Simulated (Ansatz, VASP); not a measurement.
**BiB3 in two plane-wave programs**

Wanted: the spread between two codes on one cell, functional and k mesh. The two relaxations start from unlike cells of this crystal (the structure described is Ansatz's start), so only their ends are compared.

Program: Ansatz 0.2.0. Level of theory: plane waves, with VASP 6.6.1 beside it; relaxation of cell and atoms at PBE. Results are calculated unless marked as measured.

## (1) Set-up

It takes space group I4/mmm (No. 139, tetragonal). The conventional cell has a = 3.564 Å, b = 3.564 Å, c = 7.826 Å, α = 90.00°, β = 90.00°, γ = 90.00°. Nearest to Bi lie 12 B at 2.52 to 2.65 Å. Nearest to B lie 8 B at 2.52 to 2.65 Å and 4 Bi at 2.65 Å. B has 4 Bi at 2.52 Å nearest. Farther neighbours are not listed.

## (2) VASP: relaxation of cell and atoms, PBE

The relaxed volume is the usual yardstick between codes: in a stiff, nearly cubic crystal its relative difference is about their pressure difference at one cell divided by the bulk modulus.

Lines of VASP's logs that name or quote its potential files are left out, and so is its time.

Contents of INCAR:

```
SYSTEM = BiB3
PREC = Accurate
ENCUT = 500
EDIFF = 1E-07
NELM = 120
ISMEAR = -1
SIGMA = 0.05
LREAL = .FALSE.
ALGO = Normal
GGA = PE
NBANDS = 18
LORBIT = 11
LWAVE = .FALSE.
LCHARG = .FALSE.
ISIF = 3
IBRION = 2
NSW = 80
EDIFFG = -0.005
LASPH = .TRUE.
GGA_COMPAT = .FALSE.
NELMIN = 4
```

Contents of POSCAR:

```
BiB3
1.0
   -1.6734193267      1.6734193267      4.9130551663
    1.6734193267     -1.6734193267      4.9130551663
    1.6734193267      1.6734193267     -4.9130551663
Bi B
1 3
Direct
    0.0000000000      0.0000000000      0.0000000000
    0.2500000000      0.7500000000      0.5000000000
    0.7500000000      0.2500000000      0.5000000000
    0.5000000000      0.5000000000      0.0000000000
```

Contents of KPOINTS:

```
Automatic mesh
0
Gamma
10 10 10
0 0 0
```

The projector-augmented-wave data sets are Bi_d and B (PBE family, release 64).

The run is started by

```console
$ mpirun -np 1 vasp_std
```

Numbers of over 12 decimals in the logs are rounded to 6 here.

The program printed:

```text
[banner, memory and clock lines left out]
running    1 mpi-ranks, on    1 nodes
 distrk:  each k-point on    1 cores,    1 groups
 distr:  one band on    1 cores,    1 groups

 POSCAR found type information on POSCAR BiB
 POSCAR found :  2 types and       4 ions
 LDA part: xc-table for (Slater+PW92), standard interpolation
 POSCAR, INCAR and KPOINTS ok, starting setup
 FFT: planning ... GRIDC
 FFT: planning ... GRID_SOFT
 FFT: planning ... GRID
 WAVECAR not read
 entering main loop
       N       E                     dE             d eps       ncg     rms          rms(c)
DAV:   1     0.163553595135E+03    0.16355E+03   -0.11742E+04  3672   0.141E+03
DAV:   2    -0.415176243884E+01   -0.16771E+03   -0.16361E+03  4060   0.348E+02
DAV:   3    -0.152137581564E+02   -0.11062E+02   -0.10818E+02  4698   0.904E+01
DAV:   4    -0.155256585702E+02   -0.31190E+00   -0.31015E+00  4506   0.146E+01
DAV:   5    -0.155343075306E+02   -0.86490E-02   -0.86451E-02  5196   0.252E+00    0.339E+00
DAV:   6    -0.151067878560E+02    0.42752E+00   -0.14228E+00  4642   0.851E+00    0.151E+00
DAV:   7    -0.150628890108E+02    0.43899E-01   -0.29986E-01  4772   0.305E+00    0.782E-01
DAV:   8    -0.150561341440E+02    0.67549E-02   -0.41210E-02  4230   0.107E+00    0.360E-01
DAV:   9    -0.150548052962E+02    0.13288E-02   -0.58542E-03  4752   0.840E-01    0.565E-02
DAV:  10    -0.150547553491E+02    0.49947E-04   -0.59584E-04  4870   0.193E-01    0.255E-02
DAV:  11    -0.150547535287E+02    0.18204E-05   -0.79988E-05  4990   0.939E-02    0.673E-03
DAV:  12    -0.150547533324E+02    0.19625E-06   -0.61814E-06  5044   0.326E-02    0.280E-03
DAV:  13    -0.150547529350E+02    0.39748E-06   -0.46851E-07  4114   0.618E-03    0.430E-04
DAV:  14    -0.150547528638E+02    0.71189E-07   -0.60229E-08  2294   0.304E-03
   1 F= -.15054753E+02 E0= -.15048546E+02  d E =-.150548E+02
[...]
2 F= -.15054841E+02 E0= -.15048602E+02  d E =-.879040E-04
[...]
3 F= -.15054870E+02 E0= -.15048570E+02  d E =-.116702E-03
[...]
4 F= -.15054889E+02 E0= -.15048609E+02  d E =-.136299E-03
[...]
5 F= -.15054950E+02 E0= -.15048649E+02  d E =-.608605E-04
[...]
6 F= -.15054967E+02 E0= -.15048671E+02  d E =-.776448E-04
 curvature:  -1.34 expect dE=-0.160E-04 dE for cont linesearch -0.675E-05
 ZBRENT: interpolating
 opt :   1.8484  next Energy=   -15.054975 (dE=-0.861E-04)
 bond charge predicted
       N       E                     dE             d eps       ncg     rms          rms(c)
DAV:   1    -0.150551440610E+02   -0.17722E-03   -0.48076E-03  3974   0.568E-01    0.558E-02
DAV:   2    -0.150550143128E+02    0.12975E-03   -0.91490E-04  4820   0.161E-01    0.310E-02
DAV:   3    -0.150549878018E+02    0.26511E-04   -0.70663E-05  5448   0.582E-02    0.181E-02
DAV:   4    -0.150549749512E+02    0.12851E-04   -0.26689E-05  4760   0.607E-02    0.262E-03
DAV:   5    -0.150549748994E+02    0.51853E-07   -0.32384E-06  4666   0.153E-02    0.103E-03
DAV:   6    -0.150549748738E+02    0.25558E-07   -0.18596E-07  2496   0.314E-03
   7 F= -.15054975E+02 E0= -.15048670E+02  d E =-.857106E-04
 curvature:  -1.68 expect dE=-0.902E-06 dE for cont linesearch -0.862E-07
 trial: gam= 0.00000 g(F)=  0.361E-47 g(S)=  0.536E-06 ort =-0.299E-05 (trialstep = 0.105E+01)
 search vector abs. value=  0.536E-06
 reached required accuracy - stopping structural energy minimisation
```

From OUTCAR (step 2):

```text
ion  position               nearest neighbor table
   1  0.000  0.000  0.000-   4 2.37   4 2.37   4 2.37   4 2.37   3 2.97   2 2.97   3 2.97   2 2.97
                             3 2.97   3 2.97   2 2.97   2 2.97
   2  0.250  0.750  0.500-   1 2.97   1 2.97   1 2.97   1 2.97
   3  0.750  0.250  0.500-   1 2.97   1 2.97   1 2.97   1 2.97
   4  0.500  0.500  0.000-   1 2.37   1 2.37   1 2.37   1 2.37

  LATTYP: Found a body centered tetragonal cell.
 ALAT       =     3.3468386534
 C/A-ratio  =     2.9359378656

 Subroutine GETGRP returns: Found 16 space group operations
 (whereof 16 operations were pure point group operations)

The static configuration has the point symmetry D_4h.

 Found    102 irreducible k-points:

   k-points           NKPTS =    102   k-points in BZ     NKDIM =    102   number of bands    NBANDS=     18

   dimension x,y,z NGX =    40 NGY =   40 NGZ =   40
   dimension x,y,z NGXF=    80 NGYF=   80 NGZF=   80

   ENCUT  =  500.0 eV  36.75 Ry    6.06 a.u.   9.94  9.94  9.94*2*pi/ulx,y,z

   NELECT =      24.0000    total number of electrons

 k-points in reciprocal lattice and weights: Automatic mesh
   0.00000000  0.00000000  0.00000000       0.001
   0.10000000  0.00000000 -0.00000000       0.008
   0.20000000  0.00000000 -0.00000000       0.008
   0.30000000  0.00000000 -0.00000000       0.008
   0.40000000  0.00000000  0.00000000       0.008
   0.50000000  0.00000000  0.00000000       0.004
   0.10000000  0.10000000 -0.00000000       0.008
   0.20000000  0.10000000 -0.00000000       0.016
   0.30000000  0.10000000 -0.00000000       0.016
[...]
-0.40000000 -0.40000000  0.40000000       0.002
   0.50000000  0.50000000  0.50000000       0.001

 average (electrostatic) potential at core
       1-104.0868       2 -27.0341       3 -27.0341       4 -26.6611

 E-fermi :   7.0789

 k-point     1 :       0.0000    0.0000    0.0000
  band No.  band energies     occupation
    ...
      8       0.9022      2.00000
      9       5.0456      2.00000
     10       5.0456      2.00000
     11       6.6469      1.99965
     12       6.6469      1.99965
     13       7.1378      0.47138
     14       7.7823      0.00000
     15       9.9207      0.00000
     16      10.4189      0.00000
     17      13.0601      0.00000
    ...

 k-point     2 :       0.1000    0.0000   -0.0000
  band No.  band energies     occupation
    ...
      8       1.2108      2.00000
      9       3.8178      2.00000
     10       5.2131      2.00000
     11       5.5957      2.00000
     12       6.7931      1.99344
     13       7.9597      0.00000
     14       8.4894      0.00000
     15      10.1523      0.00000
     16      10.6603      0.00000
     17      13.1460      0.00000
    ...

 k-point     3 :       0.2000    0.0000   -0.0000
  band No.  band energies     occupation
    ...
      7      -0.9141      2.00000
      8       1.8301      2.00000
      9       2.0579      2.00000
     10       4.1318      2.00000
     11       5.6973      2.00000
     12       7.2352      0.08416
     13       8.6226      0.00000
     14       9.3129      0.00000
     15      10.4994      0.00000
     16      11.0106      0.00000
    ...

  Total        0.0042324      0.0042324      0.0029398      0.0000000      0.0000000     -0.0000000
  in kB        0.1229134      0.1229134      0.0853754      0.0000000      0.0000000     -0.0000000
  external PRESSURE =       0.1104007 kB  Pullay stress =       0.0000000 kB

  energy-cutoff  :      500.00
  volume of cell :       55.17
      direct lattice vectors                 reciprocal lattice vectors
    -1.671415835  1.671415835  4.937066885     0.000000000  0.299147579  0.101274707
     1.671415835 -1.671415835  4.937066885     0.299147579  0.000000000  0.101274707
     1.671415835  1.671415835 -4.937066885     0.299147579  0.299147579  0.000000000

 POSITION                                       TOTAL-FORCE (eV/Angst)
 -----------------------------------------------------------------------------------
      0.00000      0.00000     -0.00000        -0.000000     -0.000000     -0.000000
      1.67142      0.00000      2.46853         0.000000      0.000000      0.000000
      0.00000      1.67142      2.46853        -0.000000     -0.000000     -0.000000
      0.00000      0.00000      4.93707        -0.000000     -0.000000     -0.000000
 -----------------------------------------------------------------------------------
    total drift:                               -0.000000     -0.000000      0.000000

  FREE ENERGIE OF THE ION-ELECTRON SYSTEM (eV)
  ---------------------------------------------------
  free  energy   TOTEN  =       -15.0549748738 eV

  energy  without entropy=      -15.0423656466  energy(sigma->0) =      -15.04867026

 reached required accuracy - stopping structural energy minimisation

 total charge
# of ion       s       p       d       tot
------------------------------------------
    1        1.495   1.405  10.045  12.945
    2        0.769   0.645   0.000   1.414
    3        0.769   0.645   0.000   1.414
    4        0.787   0.884   0.000   1.671
--------------------------------------------------
tot          3.821   3.579  10.045  17.445

[... 3 further parts left out ...]
```

CONTCAR:

```
BiB3
   1.00000000000000
    -1.6714158351866268    1.6714158351866268    4.9370668845007799
     1.6714158351866268   -1.6714158351866268    4.9370668845007799
     1.6714158351866268    1.6714158351866268   -4.9370668845007799
  Bi              B
     1     3
Direct
     0.0000000000000000    0.0000000000000000    0.0000000000000000
     0.2500000000000000    0.7500000000000000    0.5000000000000000
     0.7500000000000000    0.2500000000000000    0.5000000000000000
     0.5000000000000000    0.5000000000000000    0.0000000000000000
```

## (3) Ansatz: relaxation of cell and atoms, PBE

Ansatz runs on its PAW soft_1 files.

Its own start cell and the same functional, mesh and smearing now go to Ansatz, which takes its cutoff from its data sets.

Contents of input.yaml:

```yaml
crystal:
  lattice:
    - [-1.782, 1.782, 3.913]
    - [1.782, -1.782, 3.913]
    - [1.782, 1.782, -3.913]
  atoms:
    - { symbol: Bi, position: [0.0, 0.0, 0.0] }
    - { symbol: B, position: [0.25, 0.75, 0.5] }
    - { symbol: B, position: [0.75, 0.25, 0.5] }
    - { symbol: B, position: [0.5, 0.5, 0.0] }
kpoints:
  mp_grid: { grid: [10, 10, 10] }
scf:
  occupations: { method: fermi_dirac, width: 0.05 }
hamiltonian:
  xc: pbe
  pseudopotentials: { kind: paw, azcp: { folder: soft_1 } }
relax:
  f_tol: 0.015
  max_steps: 70
  cell: {}
output:
  forces: true
  stress: true
```

The run is started by

```console
$ ansatz run input.yaml --threads 4 --pin off --max-ram 8192MiB --backend cpu --events-out ev --progress --plain --runs-dir out
```

The program printed:

```text
Engine: ansatz 0.2.0, aarch64-unknown-linux-gnu
Pseudopotentials: kind: paw
Pseudopotential: Bi, paw, valence charge 15, recommended cutoff 420 eV (normal), soft_1/Bi.paw.azcp
Pseudopotential: B, paw, valence charge 3, recommended cutoff 420 eV (normal), soft_1/B.paw.azcp
Functional definition: PBE
  parameter kappa = 0.804
  parameter beta = 0.066725
  exchange = pbe_x(kappa = kappa, mu = beta*pi^2/3)
  correlation = pbe_c(beta = beta)
Crystal: 4 atoms, lattice volume = 49.703 Å³
Basis set: ecut = 420 eV, 989 PW (Γ), exchange–correlation on 64×64×64 points (8 copies of the dense FFT grid, shifted against one another)
Bands: 16, of which v1, the nominal top of the filled ones, is band 12 counted from 1 (11 counted from 0)
Symmetry: 16 space group operations
Space group: I4/mmm (ITA 139), of the structure as read, at distance tolerance 3.7e-5 Å
k-points: 102 of 1000
Non-local potential: Bi, projectors of the file, l = 0: 2, l = 1: 2, l = 2: 2, l = 3: 1
Non-local potential: B, projectors of the file, l = 0: 2, l = 1: 2, l = 2: 1
PAW form: soft (Blöchl's): semilocal exchange-correlation on the pseudo side does not see the compensation charge
PAW one-centre angular grid: Bi, 590 points (default); XC on 64 Gauss nodes
PAW one-centre angular grid: B, 110 points (default); XC on 64 Gauss nodes
Initial density: superposition of atomic densities (chi_scale 0.1, normalization cell, long waves kept (reshape's long-wave potential 0.00 eV rms))
Initial wavefunctions: pseudopotential atomic-orbital guess
Functional: x = pbe(κ = 0.804, μ = 0.219515), c = pbe(β = 0.066725)
SCF iter   1: F=—  HF=-12857.762940 eV  |F-HF|=—  |Δ(HF+E_count)|=         —  Δρ=2.77e-2  dr2=7.72e-1  ethr=3.10e-3  ⟨swp⟩=5.8  Hψ=8553  notcnv=0
preconditioner: auto → Kerker (q_TF=auto, 2.417 Å⁻¹)  [metal: Δε(μ)=0.029 eV  Ē_g=14.440 eV  σ=0.050 eV  W_gap=0.14  n_scr=10 (ndim 8)  ℏωp=25.8 eV  f_vac=0.000  D(μ)=2.12/eV (n_scr^D=14)]
SCF iter   2: F=—  HF=-12857.582903 eV  |F-HF|=—  |Δ(HF+E_count)|=   1.80e-1  Δρ=1.67e-2  dr2=2.75e-1  ethr=3.10e-3  ⟨swp⟩=1.7  Hψ=2595  notcnv=0
SCF iter   3: F=—  HF=-12857.486505 eV  |F-HF|=—  |Δ(HF+E_count)|=   9.64e-2  Δρ=2.34e-3  dr2=3.04e-3  ethr=1.14e-3  ⟨swp⟩=2.0  Hψ=2663  notcnv=0  defer=3
SCF iter   4: F=—  HF=-12857.485821 eV  |F-HF|=—  |Δ(HF+E_count)|=   6.84e-4  Δρ=6.29e-4  dr2=2.03e-4  ethr=1.27e-5  ⟨swp⟩=2.4  Hψ=2637  notcnv=0  defer=3
SCF iter   5: F=—  HF=-12857.485785 eV  |F-HF|=—  |Δ(HF+E_count)|=   3.57e-5  Δρ=1.06e-4  dr2=5.88e-6  ethr=8.45e-7  ⟨swp⟩=2.6  Hψ=2287  notcnv=0  defer=3
SCF iter   6: F=—  HF=-12857.485774 eV  |F-HF|=—  |Δ(HF+E_count)|=   1.08e-5  Δρ=3.06e-5  dr2=6.04e-7  ethr=2.45e-8  ⟨swp⟩=2.7  Hψ=2906  notcnv=0  defer=3
SCF iter   7: F=-12857.485775 eV  HF=-12857.485775 eV  |F-HF|=8.29e-10  |Δ(HF+E_count)|=   2.71e-8  Δρ=6.07e-6  dr2=1.58e-8  ethr=4.17e-10  ⟨swp⟩=4.0  Hψ=5264  notcnv=0
SCF 1 converged in 7 iterations: F = -12857.485775 eV  dr2 = 1.58e-8
  greatest PAW one-centre occupation: 0.989 electrons in one spin orbital (limit 2), on the Bi atom at site 0 (counted from 0), in its partial waves of l = 2
relax step   1: F+E_penalty+E_count = -12857.48577453 eV  Δ(F+E_penalty+E_count) = +0.000e0 eV  max|allowed force component| = 2.255e-17 eV/Å  Δτ_max = 0.0000 Å  P = +11.603 GPa  Ω = 49.703 Å³  (7 SCF iters, dr2 threshold 1.00e-7 eV, accepted)
[...]
relax step  11: F+E_penalty+E_count = -12858.02892599 eV  Δ(F+E_penalty+E_count) = -3.133e-2 eV  max|allowed force component| = 2.071e-30 eV/Å  Δτ_max = 0.0000 Å  P = +0.588 GPa  Ω = 54.553 Å³  stress off target by 1.63e0 GPa  SCF on the basis re-selected at this cell (its energy is not comparable with the rows above)  (7 SCF iters)
[...]
relax step  12: F+E_penalty+E_count = -12858.03209146 eV  Δ(F+E_penalty+E_count) = -3.165e-3 eV  max|allowed force component| = 2.602e-18 eV/Å  Δτ_max = 0.0000 Å  P = +0.145 GPa  Ω = 54.969 Å³  energy of the carried Pulay correction = -1.988e-4 eV  (4 SCF iters, dr2 threshold 4.00e-7 eV, accepted)
[...]
relax step  13: F+E_penalty+E_count = -12858.03273991 eV  Δ(F+E_penalty+E_count) = -6.485e-4 eV  max|allowed force component| = 2.602e-18 eV/Å  Δτ_max = 0.0000 Å  P = -0.076 GPa  Ω = 55.223 Å³  energy of the carried Pulay correction = -3.257e-4 eV  (4 SCF iters, dr2 threshold 4.00e-7 eV, accepted)
[...]
relax step  14: F+E_penalty+E_count = -12858.03280660 eV  Δ(F+E_penalty+E_count) = -6.669e-5 eV  max|allowed force component| = 5.204e-18 eV/Å  Δτ_max = 0.0000 Å  P = -0.005 GPa  Ω = 55.210 Å³  energy of the carried Pulay correction = -3.200e-4 eV  (4 SCF iters, dr2 threshold 4.50e-8 eV, accepted)
[...]
relax step  15: F+E_penalty+E_count = -12858.03315930 eV  Δ(F+E_penalty+E_count) = -3.527e-4 eV  max|allowed force component| = 6.072e-18 eV/Å  Δτ_max = 0.0000 Å  P = -0.007 GPa  Ω = 55.210 Å³  stress off target by 2.05e-2 GPa  SCF on the basis re-selected at this cell (its energy is not comparable with the rows above)  (5 SCF iters)
basis re-selected at this cell: Δ(F+E_penalty+E_count) = -3.527e-4 eV, ΔP = -0.003 GPa vs the last step (what re-selecting the basis moved, of the pressure what is left beyond the Pulay correction that the steps carried, after the strain that the cell walked since its last selection, with what the two solves' SCF thresholds leave and, on support functions, any second-order correction that the steps lacked; it is no m [...]
SCF converged after 5 iterations
Free energy (F): -12858.033159 eV
Harris-Foulkes:  -12858.033159 eV  (|F-HF|=1.09e-11)
Internal energy: -12858.020542 eV  (E = F + TS)
E sigma→0 (E₀):  -12858.026851 eV
Entropy (-TS):   -0.012617 eV (-3.154 meV/atom)
Fermi energy:    10.480093 eV
--- Per-component energies (eV) ---
  E_band       = -55.091734
  E_kinetic    = 373.842155
  E_local      = -1422.324152  (includes V_loc(G=0)·N_el)
  E_nonlocal   = 442.231186
  E_hartree    = 545.015214
  E_xc         = -241.296185
  E_vxc        = -235.765743  (∫ρ·V_xc dr)
  E_paw        = -10898.423618  (= ΣΔE_a)
  E_vpaw       = -303.105838  (= ΣTr[D̂ρ^β])
  E_aug_tail   = 0.000233  (compensation charges beyond the density's cutoff)
  E_ewald      = -1657.065374
  E_smearing   = -0.012617  (= −TS)
  E_closure    = 0.000000  (closes the sum)
  Σ components = -12858.033159   (vs F -12858.033159, Δ=0.00e0)
--- Forces (eV/Å), atoms counted from 1 ---
  atom   1  Bi    -0.00000000     0.00000000    -0.00000000
  atom   2  B      0.00000000     0.00000000     0.00000000
  atom   3  B      0.00000000     0.00000000     0.00000000
  atom   4  B     -0.00000000     0.00000000     0.00000000
  max |Σ_I F_I| component: 1.73e-17 eV/Å
--- Stress (GPa, compression-positive) ---
       -0.020491      -0.000000       0.000000
       -0.000000      -0.020491       0.000000
        0.000000       0.000000       0.018487
  P = ⅓ Tr σ = -0.0075 GPa (-0.075 kbar)
--- Relaxed structure (13 steps of the walk, 12 accepted, 2 SCFs on fresh bases) ---
  F+E_penalty+E_count = -12858.03315930 eV   max|allowed force component| = 6.072e-18 eV/Å   (the final SCF, on the basis selected at the relaxed cell)
  cell:  # Å, volume = 55.2100 Å³
    - [-1.672624, 1.672624, 4.933563]
    - [1.672624, -1.672624, 4.933563]
    - [1.672624, 1.672624, -4.933563]
  atoms:
    - { symbol: Bi, position: [0, 0, 0] }
    - { symbol: B, position: [0.250000, 0.750000, 0.500000] }
    - { symbol: B, position: [0.750000, 0.250000, 0.500000] }
    - { symbol: B, position: [0.500000, 0.500000, 0] }
```

In the SCF lines HF is the Harris–Foulkes energy and dr2 the Hartree energy of the density residual, in eV; the loop may stop once dr2 is under the threshold and the program's other checks hold. Hψ counts applications of the Hamiltonian.

## (4) Differences

Known differences besides the potentials themselves: the cutoff is 420 eV in Ansatz and 500 eV in VASP; Ansatz adds a Pulay correction to the stress that steers its cell, VASP none. Total energies have different zeros and are not compared.

The two programs side by side:

| quantity | Ansatz | VASP | difference |
| --- | --- | --- | --- |
| volume (Å³) | 55.21 | 55.17 | +0.07 % |
| edge a after relaxation, in the typed setting (Å) | 5.471 | 5.474 | -0.04 % |

## (5) What came out

```json
{"difference in volume (relaxation of cell and atoms, PBE)": "0.074 %"}
```

In words: The difference in volume is 0.074 % (relaxation of cell and atoms, PBE), within the 1.2 % picked in this series as the mark of a large difference, as far as the stopping tolerances let one tell. Such differences can come from data sets, numerical settings and the points named under the comparisons, not from the functional's error against experiment.

[Lines on the potential files, build, host, timing and source positions are cut from VASP's logs without a mark.]

[Logs are printed without paths, hosts, clocks, repeated set-up lines and the standing remarks that a program may print on its own settings, such as how far it seeks lower states.]

[Hosts, paths, dates, database ids (printed as entryN), source tags and the programs' standing remarks are cut or masked in the printed files.]
